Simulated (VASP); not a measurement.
Computed with PBEsol GGA, VASP's PBE PAW potentials (set 64) (plane waves; VASP).

VASP ran on this input.

**INCAR**
```
SYSTEM = CdMg3Te4
PREC = Accurate
ENCUT = 400
EDIFF = 1E-6
NELM = 100
ALGO = Normal
LREAL = .FALSE.
LASPH = .TRUE.
ISMEAR = 0
SIGMA = 0.05
GGA = PS
LMAXMIX = 4
LWAVE = .FALSE.
LCHARG = .FALSE.
IBRION = 2
ISIF = 3
NSW = 60
EDIFFG = -0.02
```

KPOINTS:
```
Automatic mesh
0
Gamma
6 6 2
0 0 0
```

### POSCAR
```
CdMg3Te4
1
    0.0000000000     3.2312671226     3.2312671226
    3.2312671226     0.0000000000     3.2312671226
   12.9156946663    12.9156946663     0.0093738241
Mg Te Cd
3 4 1
Direct
  0.9990012501   0.9990012501   0.0007490624
  0.0000191248   0.0000191248   0.2499856564
  0.9997350499   0.9997350499   0.5001987126
  0.2501943290   0.2501943290   0.0623542532
  0.2500040720   0.2500040720   0.3124969460
  0.2524637184   0.2524637184   0.5606522112
  0.2476956639   0.2476956639   0.8142282520
  0.0008867920   0.0008867920   0.7493349060
```

POTCAR, in this order: Mg Te Cd (PBE.64 set). Program: vasp_std.

The resulting files:

File OUTCAR:
```
 ion  position               nearest neighbor table
   1  0.999  0.999  0.001-   7 2.78   4 2.79   4 2.79   4 2.79
   2  0.000  0.000  0.250-   4 2.80   5 2.80   5 2.80   5 2.80
   3  1.000  1.000  0.500-   6 2.79   6 2.79   6 2.79   5 2.80
   4  0.250  0.250  0.062-   1 2.79   1 2.79   1 2.79   2 2.80
   5  0.250  0.250  0.312-   2 2.80   2 2.80   2 2.80   3 2.80
   6  0.252  0.252  0.561-   3 2.79   3 2.79   3 2.79   8 2.81
   7  0.248  0.248  0.814-   1 2.78   8 2.81   8 2.81   8 2.81
   8  0.001  0.001  0.749-   7 2.81   7 2.81   7 2.81   6 2.81
  LATTYP: Found a trigonal (rhomboedric) cell.
 ALAT       =    15.1399984517
 COS(alpha) =     0.9544494042
 Subroutine PRICEL returns:
 Original cell was already a primitive cell.
 Subroutine GETGRP returns: Found  6 space group operations
The static configuration has the point symmetry C_3v.
The dynamic configuration has the point symmetry C_3v.
 Subroutine INISYM returns: Found  6 space group operations
 Subroutine IBZKPT returns following result:
 Found     22 irreducible k-points:

 Following reciprocal coordinates:
            Coordinates               Weight
  0.000000  0.000000  0.000000      1.000000
  0.166667  0.000000  0.000000      4.000000
  0.333333  0.000000  0.000000      4.000000
  0.500000  0.000000 -0.000000      3.000000
  0.166667  0.166667  0.000000      2.000000
  0.333333  0.166667  0.000000      4.000000
  0.500000  0.166667  0.000000      8.000000
 -0.333333  0.166667  0.000000      4.000000
 -0.166667  0.166667  0.000000      2.000000
  0.333333  0.333333 -0.000000      2.000000
 -0.333333  0.333333  0.000000      2.000000
  0.000000  0.000000  0.500000      1.000000
  0.166667  0.000000  0.500000      4.000000
  0.333333  0.000000  0.500000      4.000000
  0.500000  0.000000  0.500000      3.000000
  0.166667  0.166667  0.500000      2.000000
  0.333333  0.166667  0.500000      4.000000
  0.500000  0.166667  0.500000      8.000000
 -0.333333  0.166667  0.500000      4.000000
 -0.166667  0.166667  0.500000      2.000000
  0.333333  0.333333  0.500000      2.000000
 -0.333333  0.333333  0.500000      2.000000
   k-points           NKPTS =     22   k-points in BZ     NKDIM =     22   number of bands    NBANDS=     26
   number of dos      NEDOS =    301   number of ions     NIONS =      8
   total plane-waves  NPLWV = 108000
   dimension x,y,z NGX =    30 NGY =   30 NGZ =  120
   dimension x,y,z NGXF=    60 NGYF=   60 NGZF=  240
   ions per type =               3   4   1
   PREC   = accura    normal or accurate (medium, high low for compatibility)
   ISTART =      0    job   : 0-new  1-cont  2-samecut
   ICHARG =      2    charge: 1-file 2-atom 10-const
   ISPIN  =      1    spin polarized calculation?
   LNONCOLLINEAR =      F non collinear calculations
   LSORBIT =      F    spin-orbit coupling
   INIWAV =      1    electr: 0-lowe 1-rand  2-diag
   ENCUT  =  400.0 eV  29.40 Ry    5.42 a.u.   7.45  7.45 29.79*2*pi/ulx,y,z
   NELM   =    100;   NELMIN=  2; NELMDL= -5     # of ELM steps
   EDIFF  = 0.1E-05   stopping-criterion for ELM
   LREAL  =      F    real-space projection
   NLSPLINE    = F    spline interpolate recip. space projectors
   LMAXMIX     =    4 max onsite mixed and CHGCAR
   VOSKOWN=      0    Vosko Wilk Nusair interpolation
   EDIFFG = -.2E-01   stopping-criterion for IOM
   NSW    =     60    number of steps for IOM
   NBLOCK =      1;   KBLOCK =     60    inner block; outer block
   IBRION =      2    ionic relax: 0-MD 1-quasi-New 2-CG
   NFREE  =      1    steps in history (QN), initial steepest desc. (CG)
   ISIF   =      3    stress and relaxation
   ISYM   =      2    0-nonsym 1-usesym 2-fastsym
   TEIN   =    0.0    initial temperature
   TEBEG  =    0.0;   TEEND  =   0.0 temperature during run
   SMASS  =  -3.00    Nose mass-parameter (am)
...
```

### OSZICAR
```
       N       E                     dE             d eps       ncg     rms          rms(c)
DAV:   1     0.189026550562E+03    0.18903E+03   -0.13863E+04  1144   0.104E+03
DAV:   2    -0.136477228324E+02   -0.20267E+03   -0.19829E+03  1466   0.212E+02
DAV:   3    -0.268330671328E+02   -0.13185E+02   -0.13164E+02  1352   0.591E+01
DAV:   4    -0.270781926364E+02   -0.24513E+00   -0.24506E+00  1640   0.808E+00
DAV:   5    -0.270805401264E+02   -0.23475E-02   -0.23474E-02  1404   0.869E-01    0.717E+00
DAV:   6    -0.262642653154E+02    0.81627E+00   -0.16653E+00  1266   0.899E+00    0.551E+00
DAV:   7    -0.261496267264E+02    0.11464E+00   -0.80339E-01  1388   0.380E+00    0.219E+00
DAV:   8    -0.261516022424E+02   -0.19755E-02   -0.45091E-02  1244   0.185E+00    0.861E-01
DAV:   9    -0.261513519923E+02    0.25025E-03   -0.65402E-03  1394   0.593E-01    0.220E-01
DAV:  10    -0.261513961509E+02   -0.44159E-04   -0.21394E-03  1316   0.329E-01    0.706E-02
DAV:  11    -0.261514218567E+02   -0.25706E-04   -0.23122E-04  1362   0.858E-02    0.313E-02
DAV:  12    -0.261514653235E+02   -0.43467E-04   -0.39870E-05  1372   0.304E-02    0.157E-02
DAV:  13    -0.261514774394E+02   -0.12116E-04   -0.17682E-05  1352   0.254E-02    0.459E-03
DAV:  14    -0.261514780740E+02   -0.63461E-06   -0.94936E-07  1066   0.668E-03
   1 F= -.26151478E+02 E0= -.26151478E+02  d E =-.261515E+02
       N       E                     dE             d eps       ncg     rms          rms(c)
DAV:   1    -0.261575307073E+02   -0.60533E-02   -0.11438E-01  1348   0.249E+00    0.503E-01
DAV:   2    -0.261528615955E+02    0.46691E-02   -0.13216E-02  1218   0.112E+00    0.165E-01
DAV:   3    -0.261522982725E+02    0.56332E-03   -0.16467E-03  1360   0.230E-01    0.134E-01
DAV:   4    -0.261521844278E+02    0.11384E-03   -0.18830E-04  1208   0.779E-02    0.354E-02
DAV:   5    -0.261521647236E+02    0.19704E-04   -0.73502E-05  1374   0.692E-02    0.251E-02
DAV:   6    -0.261521652142E+02   -0.49052E-06   -0.52126E-06  1218   0.165E-02
   2 F= -.26152165E+02 E0= -.26152165E+02  d E =-.687140E-03
       N       E                     dE             d eps       ncg     rms          rms(c)
DAV:   1    -0.261521655599E+02   -0.83631E-06   -0.39729E-06   996   0.159E-02    0.328E-03
DAV:   2    -0.261521655278E+02    0.32116E-07   -0.40299E-07   630   0.680E-03
   3 F= -.26152166E+02 E0= -.26152166E+02  d E =-.687454E-03
       N       E                     dE             d eps       ncg     rms          rms(c)
DAV:   1    -0.261521817168E+02   -0.16157E-04   -0.30254E-04  1358   0.128E-01    0.262E-02
DAV:   2    -0.261521694158E+02    0.12301E-04   -0.35270E-05  1222   0.578E-02    0.897E-03
DAV:   3    -0.261521676154E+02    0.18004E-05   -0.43245E-06  1100   0.119E-02    0.735E-03
DAV:   4    -0.261521667297E+02    0.88573E-06   -0.57314E-07   604   0.431E-03
   4 F= -.26152167E+02 E0= -.26152167E+02  d E =-.688656E-03
       N       E                     dE             d eps       ncg     rms          rms(c)
DAV:   1    -0.261521728325E+02   -0.52170E-05   -0.15011E-04  1328   0.899E-02    0.183E-02
DAV:   2    -0.261521664554E+02    0.63771E-05   -0.18250E-05  1208   0.418E-02    0.652E-03
DAV:   3    -0.261521654762E+02    0.97919E-06   -0.20597E-06   736   0.841E-03
   5 F= -.26152165E+02 E0= -.26152165E+02  d E =-.687402E-03
       N       E                     dE             d eps       ncg     rms          rms(c)
DAV:   1    -0.261521671499E+02   -0.69455E-06   -0.41180E-05  1348   0.438E-02    0.933E-03
DAV:   2    -0.261521657964E+02    0.13536E-05   -0.37332E-06  1026   0.186E-02    0.312E-03
DAV:   3    -0.261521657063E+02    0.90120E-07   -0.47942E-07   590   0.382E-03
   6 F= -.26152166E+02 E0= -.26152166E+02  d E =-.687632E-03
       N       E                     dE             d eps       ncg     rms          rms(c)
DAV:   1    -0.261522588851E+02   -0.93089E-04   -0.16652E-03  1148   0.219E-01    0.221E-02
DAV:   2    -0.261522557335E+02    0.31516E-05   -0.55565E-05  1482   0.470E-02    0.848E-03
DAV:   3    -0.261522539216E+02    0.18119E-05   -0.37583E-06  1342   0.115E-02    0.586E-03
DAV:   4    -0.261522529969E+02    0.92469E-06   -0.69778E-07   780   0.547E-03
   7 F= -.26152253E+02 E0= -.26152253E+02  d E =-.872906E-04
       N       E                     dE             d eps       ncg     rms          rms(c)
DAV:   1    -0.261524390079E+02   -0.18509E-03   -0.14921E-02  1146   0.657E-01    0.665E-02
DAV:   2    -0.261524083209E+02    0.30687E-04   -0.50387E-04  1490   0.142E-01    0.252E-02
DAV:   3    -0.261523925633E+02    0.15758E-04   -0.34596E-05  1456   0.349E-02    0.178E-02
DAV:   4    -0.261523854780E+02    0.70853E-05   -0.63961E-06  1466   0.160E-02    0.657E-03
DAV:   5    -0.261523835450E+02    0.19329E-05   -0.37696E-06  1322   0.128E-02    0.324E-03
DAV:   6    -0.261523835512E+02   -0.61855E-08   -0.12445E-06   676   0.626E-03
   8 F= -.26152384E+02 E0= -.26152384E+02  d E =-.217845E-03
```

File OUTCAR:
```
------------------------ aborting loop because EDIFF is reached ----------------------------------------
  FORCE on cell =-STRESS in cart. coord.  units (eV):
  Direction    XX          YY          ZZ          XY          YZ          ZX
  --------------------------------------------------------------------------------------
  Total       -0.0120405     -0.0120405     -0.0120405     -0.0016555      0.0016555      0.0016555
  in kB       -0.0718310     -0.0718310     -0.0718310     -0.0098765      0.0098765      0.0098765
  external PRESSURE =      -0.0718310 kB  Pullay stress =       0.0000000 kB
  volume of cell :      268.56
      direct lattice vectors                 reciprocal lattice vectors
    -0.000000000  3.228212487  3.228212487    -0.154995655  0.154773297  0.154995655
     3.228212487  0.000000000  3.228212487     0.154773297 -0.154995655  0.154995655
    12.894351584 12.894351584  0.018498365     0.038804503  0.038804503 -0.038804503
 POSITION                                       TOTAL-FORCE (eV/Angst)
 -----------------------------------------------------------------------------------
      3.23939      3.23939      6.44525        -0.000929     -0.000929      0.000929
      6.45263      6.45263      6.46022         0.006348      0.006348     -0.006348
      6.44643      6.44643      0.00999        -0.001039     -0.001039      0.001039
      1.61361      1.61361      1.61461         0.003958      0.003958     -0.003958
      4.83477      4.83477      1.62165        -0.007611     -0.007611      0.007611
      8.04353      8.04353      1.64111        -0.010704     -0.010704      0.010704
     11.29663     11.29663      1.61622         0.010098      0.010098     -0.010098
      9.66430      9.66430      0.02034        -0.000121     -0.000121      0.000121
 -----------------------------------------------------------------------------------
    total drift:                                0.000343      0.000343     -0.000345
  FREE ENERGIE OF THE ION-ELECTRON SYSTEM (eV)
  ---------------------------------------------------
  free  energy   TOTEN  =       -26.1523835512 eV

  energy  without entropy=      -26.1523835512  energy(sigma->0) =      -26.15238355

 reached required accuracy - stopping structural energy minimisation
```
(Selected blocks of OUTCAR.)

CONTCAR:
```
CdMg3Te4
   1.00000000000000
    -0.0000000000000000    3.2282124871983084    3.2282124871983089
     3.2282124871983084    0.0000000000000000    3.2282124871983089
    12.8943515842358369   12.8943515842358369    0.0184983645573963
  Mg              Te              Cd
     3     4     1
Direct
     0.9982652955047757    0.9982652955047757    0.0013010283464160
     0.9998716853808719    0.9998716853808719    0.2500962359643442
     0.0001156319017002    0.0001156319017002    0.4999132760987252
     0.2498982187774225    0.2498982187774225    0.0625763358669340
     0.2502738538191524    0.2502738538191524    0.3122946096356410
     0.2525762987294039    0.2525762987294039    0.5605677759529488
     0.2479958862018595    0.2479958862018595    0.8140030852736022
     0.0010031297848155    0.0010031297848155    0.7492476526613920
```

The structure was generated: CdMg3Te4 was put into an ordered model structure (R3m), which need not be its known phase. This run relaxes it. Symmetry was kept, so distortions that lower it aren't found. The start is the result of an earlier pass.
